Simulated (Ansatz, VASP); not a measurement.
## InGa2N3 in two plane-wave programs

One calculation is typed for both programs; each brings its own data sets. How far apart do they land? The cell is taken from a series of runs on this material, whose earlier steps may have relaxed, scaled, displaced or heated it; both programs get it as it stands.

Program: Ansatz 0.2.0. Level of theory: plane waves, with VASP 6.6.1 beside it; G0W0 gap at PBE, DFT+U. Results are calculated unless marked as measured.

## Step 1: The starting structure

The structure is orthorhombic, space group Cmc2_1 (No. 36). The conventional cell has a = 10.009 Å, b = 5.773 Å, c = 5.390 Å, α = 90.00°, β = 90.00°, γ = 90.00°. Nearest to In lie 4 N at 2.18 to 2.19 Å. Ga has 4 N at 1.97 to 1.98 Å nearest. Nearest to N lie 3 Ga at 1.97 to 1.98 Å and 1 In at 2.18 Å. Nearest to N lie 2 Ga at 1.97 Å and 2 In at 2.18 to 2.19 Å. Farther neighbours and most contacts between anions are not listed.

Coordinates:

```cif
data_structure
_symmetry_space_group_name_H-M 'Cmc2_1'
_symmetry_Int_Tables_number 36
_cell_length_a 10.0087
_cell_length_b 5.7730
_cell_length_c 5.3903
_cell_angle_alpha 90.000
_cell_angle_beta 90.000
_cell_angle_gamma 90.000
_cell_volume 311.45
loop_
_atom_site_label
_atom_site_type_symbol
_atom_site_symmetry_multiplicity
_atom_site_Wyckoff_symbol
_atom_site_fract_x
_atom_site_fract_y
_atom_site_fract_z
_atom_site_occupancy
In1 In 4 a 0.00000 0.67473 0.48970 1
Ga1 Ga 8 b 0.67047 0.66338 0.49257 1
N1 N 8 b 0.68025 0.65343 0.85888 1
N2 N 4 a 0.00000 0.69255 0.89539 1
```

## Step 2: VASP: G0W0 gap, PBE, DFT+U

Quasiparticle shifts depend on high empty states and on the cores, so they are the hardest test of two PAW sets.

Lines of VASP's logs that name or quote its potential files are left out, and so is its time.

The run reads the wave functions of an earlier VASP run, which isn't shown here.

INCAR reads:

```
SYSTEM = InGa2N3
PREC = Accurate
ENCUT = 450
ISMEAR = 0
SIGMA = 0.01
LREAL = .FALSE.
GGA = PE
NBANDS = 704
LASPH = .TRUE.
ALGO = EVGW0
NELMGW = 1
ENCUTGW = 150
NOMEGA = 64
PRECFOCK = Fast
NBANDSGW = 64
LWAVE = .FALSE.
LCHARG = .FALSE.
```

POSCAR reads:

```
InGa2N3
1.0
    5.0043409607     -2.8865205108      0.0000000000
    5.0043409607      2.8865205108      0.0000000000
    0.0000000000      0.0000000000      5.3903030000
In Ga N
2 4 6
Direct
    0.3252650000      0.6747350000      0.9896960000
    0.6747350000      0.3252650000      0.4896960000
    0.0070880000      0.3338520000      0.9925750000
    0.6661480000      0.9929120000      0.9925750000
    0.9929120000      0.6661480000      0.4925750000
    0.3338520000      0.0070880000      0.4925750000
    0.0268250000      0.3336790000      0.3588830000
    0.6663210000      0.9731750000      0.3588830000
    0.9731750000      0.6663210000      0.8588830000
    0.3336790000      0.0268250000      0.8588830000
    0.3074450000      0.6925550000      0.3953890000
    0.6925550000      0.3074450000      0.8953890000
```

KPOINTS reads:

```
Automatic mesh
0
Gamma
3 3 2
0 0 0
```

PAW data sets: In_d_GW, Ga_d_GW and N_GW (PBE family, release 64).

Run with:

```sh
mpirun -np 8 vasp_std
```

Numbers of over 12 decimals in the logs are rounded to 6 here.

Output:

```text
[banner, memory and clock lines left out]
running    8 mpi-ranks, on    1 nodes
 distrk:  each k-point on    8 cores,    1 groups
 distr:  one band on    1 cores,    8 groups

 POSCAR found type information on POSCAR InGaN
 POSCAR found :  3 types and      12 ions
|                                                                             |
|           W    W    AA    RRRRR   N    N  II  N    N   GGGG   !!!           |
|           W    W   A  A   R    R  NN   N  II  NN   N  G    G  !!!           |
|           W    W  A    A  R    R  N N  N  II  N N  N  G       !!!           |
|           W WW W  AAAAAA  RRRRR   N  N N  II  N  N N  G  GGG   !            |
|           WW  WW  A    A  R   R   N   NN  II  N   NN  G    G                |
|           W    W  A    A  R    R  N    N  II  N    N   GGGG   !!!           |
|                                                                             |
|     For optimal performance we recommend to set                             |
|       NCORE = 2 up to number-of-cores-per-socket                            |
|     NCORE specifies how many cores store one orbital (NPAR=cpu/NCORE).      |
|     This setting can greatly improve the performance of VASP for DFT.       |
|     The default, NCORE=1 might be grossly inefficient on modern             |
|     multi-core architectures or massively parallel machines. Do your        |
|     Unfortunately you need to use the default for GW and RPA                |
|     calculations (for HF NCORE is supported but not extensively tested      |
|     yet).                                                                   |
|                                                                             |

|                                                                             |
|           W    W    AA    RRRRR   N    N  II  N    N   GGGG   !!!           |
|           W    W   A  A   R    R  NN   N  II  NN   N  G    G  !!!           |
|           W    W  A    A  R    R  N N  N  II  N N  N  G       !!!           |
|           W WW W  AAAAAA  RRRRR   N  N N  II  N  N N  G  GGG   !            |
|           WW  WW  A    A  R   R   N   NN  II  N   NN  G    G                |
|           W    W  A    A  R    R  N    N  II  N    N   GGGG   !!!           |
|                                                                             |
|     The default for ENCUTGWSOFT is different in this version of VASP.       |
|     please manually set ENCUTGWSOFT =150 in the INCAR file.                 |
|                                                                             |

 LDA part: xc-table for (Slater+PW92), standard interpolation
 found WAVECAR, reading the header
 POSCAR, INCAR and KPOINTS ok, starting setup
 FFT: planning ... GRIDC
 FFT: planning ... GRID_SOFT
 FFT: planning ... GRID
 reading WAVECAR
 the WAVECAR file was read successfully
 initial charge from wavefunction
 available memory per node:     61.65 GB, setting MAXMEM to     63124

 The Fermi energy was updated, please check that it is located mid-gap
 values below the HOMO (VB) or above the LUMO (CB) will cause erroneous energies
 E-fermi :   5.2046

 calculate exact exchange contribution
 the WAVEDER file was read successfully
energies w=
    0.000    0.000    0.409    0.000    0.816    0.000    1.222    0.000
    1.625    0.000    2.025    0.000    2.421    0.000    2.812    0.000
    3.198    0.000    3.579    0.000    3.954    0.000    4.325    0.000
    4.690    0.000    5.050    0.000    5.406    0.000    5.758    0.000
    6.106    0.000    6.451    0.000    6.793    0.000    7.134    0.000
    7.473    0.000    7.812    0.000    8.151    0.000    8.491    0.000
    8.833    0.000    9.177    0.000    9.526    0.000    9.879    0.000
   10.238    0.000   10.604    0.000   10.979    0.000   11.363    0.000
   11.759    0.000   12.167    0.000   12.591    0.000   13.031    0.000
   13.491    0.000   13.974    0.000   14.481    0.000   15.017    0.000
   15.587    0.000   16.194    0.000   16.845    0.000   17.547    0.000
   18.306    0.000   19.134    0.000   20.041    0.000   21.043    0.000
   22.157    0.000   23.404    0.000   24.813    0.000   26.421    0.000
   28.275    0.000   30.438    0.000   32.995    0.000   36.068    0.000
   39.831    0.000   44.543    0.000   50.612    0.000   58.716    0.000
   70.066    0.000   87.074    0.000  115.307    0.000  171.191    0.000
 responsefunction array rank=     664
 LDA part: xc-table for (Slater+PW92), standard interpolation

 min. memory requirement per mpi rank    785.4 MB, per node   6282.9 MB

 allocating   8 responsefunctions rank=   664
 shmem allocating  64 responsefunctions rank=   664
 response function shared by NCSHMEM nodes    1
 Doing            8  frequencies on each core in blocks of           64
NQ=   1    0.0000    0.0000    0.0000,
|.........|.........|.........|.........|.........|.........|.........|.........
 performed       1984000 updates of chi_q(r,r)
 total number of BLAS operations       6645.82 Gflops
NQ=   2    0.3333    0.0000    0.0000,
|.........|.........|.........|.........|.........|.........|.........|.........
 performed       4869000 updates of chi_q(r,r)
 total number of BLAS operations      16339.28 Gflops
NQ=   3    0.3333    0.3333    0.0000,
|.........|.........|.........|.........|.........|.........|.........|.........
 performed       7394000 updates of chi_q(r,r)
 total number of BLAS operations      24926.95 Gflops
NQ=   4   -0.3333    0.3333    0.0000,
|.........|.........|.........|.........|.........|.........|.........|.........
 performed       9738000 updates of chi_q(r,r)
 total number of BLAS operations      32804.16 Gflops
NQ=   5    0.0000    0.0000    0.5000,
|.........|.........|.........|.........|.........|.........|.........|.........
 performed      11722000 updates of chi_q(r,r)
 total number of BLAS operations      39677.88 Gflops
NQ=   6    0.3333    0.0000    0.5000,
|.........|.........|.........|.........|.........|.........|.........|.........
 performed      14607000 updates of chi_q(r,r)
 total number of BLAS operations      49431.26 Gflops
NQ=   7    0.3333    0.3333    0.5000,
|.........|.........|.........|.........|.........|.........|.........|.........
 performed      17132000 updates of chi_q(r,r)
 total number of BLAS operations      57966.33 Gflops
NQ=   8   -0.3333    0.3333    0.5000,
|.........|.........|.........|.........|.........|.........|.........|.........
 performed      19476000 updates of chi_q(r,r)
 total number of BLAS operations      65843.54 Gflops
 resolving degeneracies of screened two electron integrals

 calculate QP shifts <psi_nk| G(iteration)W_0 |psi_nk>: iteration 1
 entering main loop
```

Parts of OUTCAR (step 2):

```text
ion  position               nearest neighbor table
   1  0.325  0.675  0.990-   9 2.18  10 2.18  12 2.18  11 2.19
   2  0.675  0.325  0.490-   7 2.18   8 2.18  11 2.18  12 2.19
   3  0.007  0.334  0.993-   9 1.97  10 1.97  12 1.97   7 1.98
   4  0.666  0.993  0.993-  10 1.97   9 1.97  12 1.97   8 1.98
   5  0.993  0.666  0.493-   7 1.97   8 1.97  11 1.97   9 1.98
   6  0.334  0.007  0.493-   8 1.97   7 1.97  11 1.97  10 1.98
   7  0.027  0.334  0.359-   5 1.97   6 1.97   3 1.98   2 2.18
   8  0.666  0.973  0.359-   6 1.97   5 1.97   4 1.98   2 2.18
   9  0.973  0.666  0.859-   3 1.97   4 1.97   5 1.98   1 2.18
  10  0.334  0.027  0.859-   4 1.97   3 1.97   6 1.98   1 2.18
  11  0.307  0.693  0.395-   5 1.97   6 1.97   2 2.18   1 2.19
  12  0.693  0.307  0.895-   3 1.97   4 1.97   1 2.18   2 2.19

  LATTYP: Found a base centered orthorhombic cell.
 ALAT       =     5.7730410216
 B/A-ratio  =     1.7336931929
 C/A-ratio  =     0.9337025287

 Subroutine GETGRP returns: Found  4 space group operations
 (whereof  2 operations were pure point group operations)

The static configuration has the point symmetry C_1h.
 The point group associated with its full space group is C_2v.

 Found      8 irreducible k-points:

   k-points           NKPTS =      8   k-points in BZ     NKDIM =     18   number of bands    NBANDS=    704

   dimension x,y,z NGX =    40 NGY =   40 NGZ =   40
   dimension x,y,z NGXF=    80 NGYF=   80 NGZF=   80

   ENCUT  =  450.0 eV  33.07 Ry    5.75 a.u.   9.99  9.99  9.32*2*pi/ulx,y,z

   NELECT =     108.0000    total number of electrons

  energy-cutoff  :      450.00
  volume of cell :      155.73
      direct lattice vectors                 reciprocal lattice vectors
     5.004340961 -2.886520511  0.000000000     0.099913256 -0.173218932  0.000000000
     5.004340961  2.886520511  0.000000000     0.099913256  0.173218932  0.000000000
     0.000000000  0.000000000  5.390303000     0.000000000  0.000000000  0.185518328

 k-points in reciprocal lattice and weights: Automatic mesh
   0.00000000  0.00000000  0.00000000       0.056
   0.33333333  0.00000000  0.00000000       0.222
   0.33333333  0.33333333  0.00000000       0.111
  -0.33333333  0.33333333  0.00000000       0.111
   0.00000000  0.00000000  0.50000000       0.056
   0.33333333  0.00000000  0.50000000       0.222
   0.33333333  0.33333333  0.50000000       0.111
  -0.33333333  0.33333333  0.50000000       0.111

 E-fermi :   5.2046

 QP shifts <psi_nk| G(iteration)W_0 |psi_nk>: iteration 1
 for sc-GW calculations column KS-energies equals QP-energies in previous step
 and V_xc(KS)=  KS-energies - (<T + V_ion + V_H > + <T+V_H+V_ion>^1  + <V_x>^1)
 k-point   1 :       0.0000    0.0000    0.0000
  band No.  KS-energies  QP-energies   sigma(KS)   V_xc(KS)     V^pw_x(r,r')   Z            occupation Imag(sigma)
    ...
     51       3.8602       3.4120     -17.0850     -16.4583     -20.1327       0.7151       2.0000       0.0844
     52       4.7135       4.2525     -17.9284     -17.2839     -20.9052       0.7152       2.0000       0.0851
     53       4.7453       4.4110     -17.8561     -17.3913     -20.7249       0.7193       2.0000       0.0827
     54       4.7475       4.4085     -17.8446     -17.3731     -20.7051       0.7193       2.0000       0.0822
     55       5.6617       5.9720     -12.6492     -13.0650      -9.2350       0.7463       0.0000      -0.0574
     56       8.1862       8.5965     -11.8264     -12.3717      -7.5081       0.7524       0.0000      -0.0497
     57       9.9280      10.0082      -9.6219      -9.7274      -5.2698       0.7600       0.0000      -0.0713
     58       9.9541      10.0676      -9.7689      -9.9185      -5.3969       0.7582       0.0000      -0.0704
    ...

 k-point   2 :       0.3333    0.0000    0.0000
  band No.  KS-energies  QP-energies   sigma(KS)   V_xc(KS)     V^pw_x(r,r')   Z            occupation Imag(sigma)
    ...
     51       3.3995       2.8344     -16.6717     -15.8784     -19.7887       0.7123       2.0000       0.0862
     52       3.5948       3.1310     -16.6795     -16.0290     -19.7167       0.7130       2.0000       0.0867
     53       4.3502       3.9579     -17.4770     -16.9306     -20.4292       0.7180       2.0000       0.0832
     54       4.3800       3.8847     -17.6190     -16.9266     -20.6357       0.7153       2.0000       0.0849
     55       7.5504       7.9727     -13.7964     -14.3726     -10.2682       0.7327       0.0000      -0.0525
     56       9.1796       9.7012     -13.1597     -13.8749      -8.7284       0.7293       0.0000      -0.0492
     57       9.9501      10.5107     -12.5620     -13.3245      -8.0006       0.7352       0.0000      -0.0627
     58      10.2238      10.7406     -12.2888     -12.9906      -7.7235       0.7363       0.0000      -0.0727
    ...

 k-point   3 :       0.3333    0.3333    0.0000
  band No.  KS-energies  QP-energies   sigma(KS)   V_xc(KS)     V^pw_x(r,r')   Z            occupation Imag(sigma)
    ...
     51       3.5107       3.0312     -16.7035     -16.0298     -19.8023       0.7118       2.0000       0.0873
     52       3.5186       2.9870     -16.6391     -15.8921     -19.6854       0.7116       2.0000       0.0859
     53       4.3685       3.9751     -17.5007     -16.9531     -20.4507       0.7183       2.0000       0.0832
     54       4.3911       3.8960     -17.6168     -16.9251     -20.6303       0.7157       2.0000       0.0850
     55       7.5302       7.9467     -13.7316     -14.2992     -10.1958       0.7338       0.0000      -0.0525
     56       9.1403       9.6402     -12.9387     -13.6209      -8.5138       0.7328       0.0000      -0.0480
     57       9.6686      10.2361     -12.9644     -13.7410      -8.4792       0.7309       0.0000      -0.0655
     58      10.2971      10.7061     -11.7091     -12.2605      -7.2172       0.7418       0.0000      -0.0703
    ...

 k-point   4 :      -0.3333    0.3333    0.0000
  band No.  KS-energies  QP-energies   sigma(KS)   V_xc(KS)     V^pw_x(r,r')   Z            occupation Imag(sigma)
    ...
     51       3.7131       3.1572     -17.0322     -16.2558     -20.1252       0.7159       2.0000       0.0843
     52       3.9811       3.5335     -17.3321     -16.7072     -20.4239       0.7162       2.0000       0.0836
     53       4.1089       3.6973     -17.2502     -16.6754     -20.2518       0.7161       2.0000       0.0852
     54       4.1597       3.7650     -17.1952     -16.6435     -20.1460       0.7154       2.0000       0.0856
     55       8.3866       8.8678     -13.3915     -14.0480      -9.2832       0.7330       0.0000      -0.0500
     56       8.7402       9.2049     -12.8335     -13.4632      -8.5802       0.7379       0.0000      -0.0564
     57       9.0458       9.4610     -12.0544     -12.6140      -7.7794       0.7418       0.0000      -0.0686
     58       9.8917      10.2423     -11.1424     -11.6101      -6.5355       0.7495       0.0000      -0.0570
    ...

[... 4 further parts left out ...]
```

(Part 1 of 2 ends here.)

[Lines on the potential files, build, host, timing and source positions are cut from VASP's logs without a mark.]

[Logs are printed without paths, hosts, clocks, repeated set-up lines and the standing remarks that a program may print on its own settings, such as how far it seeks lower states.]

[Hosts, paths, dates, database ids (printed as entryN), source tags and the programs' standing remarks are cut or masked in the printed files.]
